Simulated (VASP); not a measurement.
These are PBEsol GGA, VASP's PBE PAW potentials (set 64) (plane waves; VASP) values and carry that method's errors.

The input files of a VASP run:

**POSCAR**
```
Mg4Te3S
1
    4.4154509513     0.0000000000     0.0000000000
    0.0000000000     8.8916856434     0.0000000000
    0.0000000000     0.0000000000     6.1688905432
Mg Te S
4 3 1
Direct
  0.0000000000   0.2744269812   0.9813279031
  0.0000000000   0.7255730188   0.9813279031
  0.5000000000   0.0000000000   0.4853175783
  0.5000000000   0.5000000000   0.5470534826
  0.5000000000   0.2645657103   0.2510344947
  0.5000000000   0.7354342897   0.2510344947
  0.0000000000   0.0000000000   0.7562157651
  0.0000000000   0.5000000000   0.7466883782
```

### INCAR
```
SYSTEM  =  Mg4Te3S
GGA  =  PS
LASPH  =  .TRUE.   ! aspherical one-centre terms
EDIFF  =  1E-7   ! SCF stop (eV)
ISMEAR  =  0   ! Gaussian
LMAXMIX  =  4   ! l cut-off of mixed one-centre charges
NELM  =  100
LREAL  =  .FALSE.
ALGO  =  Normal   ! blocked Davidson
LORBIT  =  11   ! lm-projected
ENCUT  =  400
PREC  =  Accurate
LCHARG  =  .FALSE.
LWAVE  =  .FALSE.
ICHARG  =  11   ! fixed density
SIGMA  =  0.05
```

**KPOINTS**
```
k-points along high-symmetry lines
7
Line-mode
Reciprocal
  0.000000   0.000000   0.000000 ! GAMMA
  0.500000   0.000000   0.000000 ! X

  0.500000   0.000000   0.000000 ! X
  0.500000   0.500000   0.000000 ! S

  0.500000   0.500000   0.000000 ! S
  0.000000   0.500000   0.000000 ! Y

  0.000000   0.500000   0.000000 ! Y
  0.000000   0.000000   0.000000 ! GAMMA

  0.000000   0.000000   0.000000 ! GAMMA
  0.000000   0.000000   0.500000 ! Z

  0.000000   0.000000   0.500000 ! Z
  0.500000   0.000000   0.500000 ! U

  0.500000   0.000000   0.500000 ! U
  0.500000   0.500000   0.500000 ! R

  0.500000   0.500000   0.500000 ! R
  0.000000   0.500000   0.500000 ! T

  0.000000   0.500000   0.500000 ! T
  0.000000   0.000000   0.500000 ! Z

  0.500000   0.000000   0.000000 ! X
  0.500000   0.000000   0.500000 ! U

  0.000000   0.500000   0.000000 ! Y
  0.000000   0.500000   0.500000 ! T

  0.500000   0.500000   0.000000 ! S
  0.500000   0.500000   0.500000 ! R
```

POTCAR, in this order: Mg Te S (PBE.64 set). Program: vasp_std. Read from the step before: CHGCAR.

The resulting files:

File OSZICAR:
```
       N       E                     dE             d eps       ncg     rms          rms(c)
DAV:   1     0.108294912871E+03    0.10829E+03   -0.94332E+03  3528   0.957E+02
DAV:   2    -0.184030068602E+02   -0.12670E+03   -0.12111E+03  4970   0.149E+02
DAV:   3    -0.286915742467E+02   -0.10289E+02   -0.10238E+02  4313   0.473E+01
DAV:   4    -0.289385784521E+02   -0.24700E+00   -0.24681E+00  4808   0.881E+00
DAV:   5    -0.289421009488E+02   -0.35225E-02   -0.35216E-02  4233   0.105E+00
DAV:   6    -0.289422499048E+02   -0.14896E-03   -0.14894E-03  4940   0.185E-01
DAV:   7    -0.289422531718E+02   -0.32670E-05   -0.32656E-05  4246   0.256E-02
DAV:   8    -0.289422533164E+02   -0.14463E-06   -0.14464E-06  3728   0.504E-03
DAV:   9    -0.289422533230E+02   -0.65788E-08   -0.66266E-08  3106   0.121E-03
   1 F= -.28942253E+02 E0= -.28942253E+02  d E =-.725638E-13
```

File OUTCAR:
```
 val. band max:        2.2222860343   @ k =   0.0000   0.5000   0.0000

 cond. band min:       3.9577632833   @ k =   0.0000   0.0000   0.0000



 k-point     1 :       0.0000    0.0000    0.0000
  band No.  band energies     occupation
      1      -9.7440      2.00000
      2      -8.1035      2.00000
      3      -7.6634      2.00000
      4      -7.4615      2.00000
      5      -1.3161      2.00000
      6      -1.0863      2.00000
      7      -0.6958      2.00000
      8      -0.1148      2.00000
      9       0.1253      2.00000
     10       0.2814      2.00000
     11       0.4991      2.00000
     12       1.2865      2.00000
     13       1.7753      2.00000
     14       1.8026      2.00000
     15       1.9070      2.00000
     16       2.1447      2.00000
     17       3.9578      0.00000
     18       4.8706      0.00000
     19       5.5944      0.00000
     20       6.3924      0.00000
     21       6.5885      0.00000

 k-point     2 :       0.0833    0.0000    0.0000
  band No.  band energies     occupation
      1      -9.7335      2.00000
      2      -8.0824      2.00000
      3      -7.6467      2.00000
      4      -7.4552      2.00000
      5      -1.2831      2.00000
      6      -1.0874      2.00000
      7      -0.7270      2.00000
      8      -0.1860      2.00000
      9       0.1490      2.00000
     10       0.3041      2.00000
     11       0.5221      2.00000
     12       1.1228      2.00000
     13       1.6191      2.00000
     14       1.7546      2.00000
     15       1.8691      2.00000
     16       1.9103      2.00000
     17       4.1577      0.00000
     18       5.0455      0.00000
     19       5.7966      0.00000
     20       6.6269      0.00000
     21       6.6280      0.00000

 k-point     3 :       0.1667    0.0000    0.0000
  band No.  band energies     occupation
      1      -9.7044      2.00000
      2      -8.0216      2.00000
      3      -7.6000      2.00000
      4      -7.4401      2.00000
...
```

The density is held fixed in this step, so its total energy and stress have no physical meaning. Unless said otherwise, spin-orbit coupling is left out, though it shifts the bands of the heavy elements here.

The structure comes from a computed database's Mg4Te3S entry (Pmm2); how it stands against other phases isn't given here. It was relaxed first.
